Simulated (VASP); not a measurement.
A convergence study with VASP on SiC (wurtzite): a few settings are varied, all else stays as given below, so the limit is that of these other settings.

```yaml
crystal:
  lattice:
    - [1.54000, -2.66736, 0.00000]
    - [1.54000, 2.66736, 0.00000]
    - [0.00000, 0.00000, 5.05000]
  atoms:
    - { symbol: Si, position: [0.66667, 0.33333, 0.50000] }
    - { symbol: Si, position: [0.33333, 0.66667, 0.00000] }
    - { symbol: C, position: [0.66667, 0.33333, 0.87500] }
    - { symbol: C, position: [0.33333, 0.66667, 0.37500] }
```

Level of theory: PBEsol GGA, VASP's PBE PAW potentials (set 64) (plane waves; VASP). The last row used: 700 eV cut-off, 15×15×8 Γ-centred mesh, second-order Methfessel-Paxton smearing of 0.40 eV, potentials Si C.

```tsv
setting	E (eV/atom)	pressure (GPa)	irreducible k-points
ISMEAR = -1, SIGMA = 0.01, 4×4×2 mesh	-7.9246	-0.25	8
ISMEAR = -1, SIGMA = 0.1, 4×4×2 mesh	-7.9246	-0.25	8
ISMEAR = 0, SIGMA = 0.01, 4×4×2 mesh	-7.9246	-0.25	8
ISMEAR = 0, SIGMA = 0.2, 4×4×2 mesh	-7.9246	-0.25	8
ISMEAR = 1, SIGMA = 0.05, 4×4×2 mesh	-7.9246	-0.25	8
ISMEAR = 1, SIGMA = 0.2, 4×4×2 mesh	-7.9245	-0.25	8
ISMEAR = 2, SIGMA = 0.05, 4×4×2 mesh	-7.9246	-0.25	8
ISMEAR = 2, SIGMA = 0.2, 4×4×2 mesh	-7.9245	-0.25	8
ISMEAR = -1, SIGMA = 0.01, 9×9×5 mesh	-7.9573	-0.52	36
ISMEAR = -1, SIGMA = 0.2, 9×9×5 mesh	-7.9572	-0.52	36
ISMEAR = 0, SIGMA = 0.01, 9×9×5 mesh	-7.9573	-0.52	36
ISMEAR = 0, SIGMA = 0.4, 9×9×5 mesh	-7.9573	-0.52	36
ISMEAR = 1, SIGMA = 0.05, 9×9×5 mesh	-7.9573	-0.52	36
ISMEAR = 1, SIGMA = 0.4, 9×9×5 mesh	-7.9572	-0.52	36
ISMEAR = 2, SIGMA = 0.05, 9×9×5 mesh	-7.9573	-0.52	36
ISMEAR = 2, SIGMA = 0.4, 9×9×5 mesh	-7.9572	-0.52	36
ISMEAR = -1, SIGMA = 0.05, 15×15×8 mesh	-7.9574	-0.52	135
ISMEAR = -1, SIGMA = 0.2, 15×15×8 mesh	-7.9574	-0.52	135
ISMEAR = 0, SIGMA = 0.1, 15×15×8 mesh	-7.9574	-0.52	135
ISMEAR = 0, SIGMA = 0.4, 15×15×8 mesh	-7.9574	-0.52	135
ISMEAR = 1, SIGMA = 0.1, 15×15×8 mesh	-7.9574	-0.52	135
ISMEAR = 1, SIGMA = 0.4, 15×15×8 mesh	-7.9574	-0.52	135
ISMEAR = 2, SIGMA = 0.1, 15×15×8 mesh	-7.9574	-0.52	135
ISMEAR = 2, SIGMA = 0.4, 15×15×8 mesh	-7.9574	-0.52	135
```

Left out are rungs that failed or repeat a setting and relaxations that didn't move; long series are thinned to 24 rows.

The compound is SiC in the wurtzite structure, the rare 2H polytype. The cell was not relaxed at this level.
